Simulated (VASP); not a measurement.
All values below come from rev-vdW-DF2, VASP's PBE PAW potentials (set 64) (plane waves; VASP).

Input for VASP

**INCAR**
```
# general
SYSTEM   = V
PREC     = Accurate
ENCUT    = 520
LREAL    = F   # projection in real space or not
LASPH    = T   # aspherical one-centre terms

# electronic loop
EDIFF    = 1E-7   # SCF stop (eV)
NELM     = 100   # most electronic steps
ALGO     = Normal   # blocked Davidson
LMAXMIX  = 4

# smearing
ISMEAR   = 1
SIGMA    = 0.1   # width (eV)

# functional
GGA      = MK
LUSE_VDW = T
AGGAC    = 0.0
PARAM1   = 0.1234568
PARAM2   = 0.7114
ZAB_VDW  = -1.8867

# ions
ISIF     = 2   # forces and stress, cell fixed

# output
LWAVE    = F
LCHARG   = F
```

**POSCAR**
```
V
1
   -1.5154782701     1.5154782701     1.5154782701
    1.5154782701    -1.5154782701     1.5154782701
    1.5154782701     1.5154782701    -1.5154782701
V
1
Direct
  0.0000000000   0.0000000000   0.0000000000
```

File KPOINTS:
```
Automatic
0
Gamma
  17 17 17
0 0 0
```

POTCAR, in this order: V_sv (PBE.64 set). Program: vasp_std.

### Question
Estimate the energy per atom (σ→0), pressure, band gap (on the k-mesh).

### Answer

```
Property                                                     Value
------------------------  ----------------------------------------
energy per atom (σ→0)                               -6.282 eV/atom
band gap (on the k-mesh)  none (metal, semimetal or under 0.01 eV)
pressure                                                 -9.58 GPa
```

OSZICAR:
```
...
DAV:   7    -0.629041954329E+01    0.17726E-01   -0.24268E-02  3314   0.271E+00    0.883E-01
DAV:   8    -0.628216459243E+01    0.82550E-02   -0.71636E-03  3338   0.144E+00    0.633E-02
DAV:   9    -0.628222640038E+01   -0.61808E-04   -0.70507E-05  3322   0.137E-01    0.330E-02
DAV:  10    -0.628223525407E+01   -0.88537E-05   -0.10483E-05  3314   0.368E-02    0.202E-03
DAV:  11    -0.628223585627E+01   -0.60221E-06   -0.86892E-08  1916   0.471E-03    0.903E-04
DAV:  12    -0.628223617838E+01   -0.32211E-06   -0.43628E-08  1652   0.336E-03    0.540E-04
DAV:  13    -0.628223619460E+01   -0.16219E-07   -0.61567E-09  1650   0.129E-03
   1 F= -.62822362E+01 E0= -.62818785E+01  d E =-.107306E-02
```

The compound is V in the bcc structure. This cell is one point of a volume scan, at 1.06 of the reference volume. The run is not spin-polarised, so no magnetic state was tried.
